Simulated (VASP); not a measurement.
Here is the system:

```yaml
crystal:
  lattice:
    - [0.00000, 3.21398, 3.21398]
    - [3.21398, 0.00000, 3.21398]
    - [3.21398, 3.21398, 0.00000]
  atoms:
    - { symbol: Te, position: [0.50000, 0.50000, 0.50000] }
    - { symbol: Pb, position: [0.00000, 0.00000, 0.00000] }
```

The numbers are results of SCAN meta-GGA, VASP's PBE PAW potentials (set 64) (plane waves; VASP), not measurements. Settings: 520 eV cut-off, 7×7×7 Γ-centred mesh, Gaussian smearing of 0.050 eV, potentials Te Pb_d.

Task: What does the run give for the energy per atom (σ→0), pressure?

Result: 
- energy per atom (σ→0): -56.872 eV/atom
- pressure: 13.5 kbar

Total energies compare only between runs with the same potentials, cut-off and functional.

The compound is PbTe in the rock salt structure. This cell is one point of a volume scan, at 0.97 of the reference volume.
